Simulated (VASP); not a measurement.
A convergence study with VASP on MgH$_{2}$ (space group P4_2/mnm): one setting is varied, all else stays as given below, so the limit is that of these other settings.

```xyz
6
Lattice="4.5336 0.0000 0.0000 0.0000 4.5336 0.0000 0.0000 0.0000 3.0291" Properties=species:S:1:pos:R:3 pbc="T T T"
Mg     0.0000     0.0000     0.0000
Mg     2.2668     2.2668     1.5145
H      1.3782     1.3782     0.0000
H      3.6450     0.8886     1.5145
H      0.8886     3.6450     1.5145
H      3.1554     3.1554     0.0000
```

Computed with PBE GGA, VASP's PBE PAW potentials (set 64) (plane waves; VASP). The tightest run used: 300 eV cut-off, 7×7×10 Γ-centred mesh, Gaussian smearing of 0.010 eV, potentials Mg H.

Problem. The settings run are 2×2×3 mesh; 3×3×4 mesh; 3×3×5 mesh; 4×4×6 mesh; 5×5×7 mesh; 6×6×8 mesh; 7×7×10 mesh. From which on does the mean ε∞ stay within 0.1  of the tightest run?

Solution. From 3×3×4 mesh on: it is off by 0.08 there and by no more than 0.1 in any finer run, while 2×2×3 mesh is off by 0.25.
| setting | mean ε∞ | irreducible k-points | difference judged () |
|---|---|---|---|
| 2×2×3 mesh | 4.19 | 6 | 0.25 |
| 3×3×4 mesh | 4.01 | 9 | 0.08 |
| 3×3×5 mesh | 3.98 | 9 | 0.05 |
| 4×4×6 mesh | 3.95 | 24 | 0.01 |
| 5×5×7 mesh | 3.94 | 24 | 0.00 |
| 6×6×8 mesh | 3.94 | 50 | 0.00 |
| 7×7×10 mesh | 3.94 | 60 | 0.00 |

Left out are rungs that failed or repeat a setting and relaxations that didn't move; long series are thinned to 24 rows.

The structure is a typed MgH2 crystal (space group no. 136). The cell was not relaxed at this level.
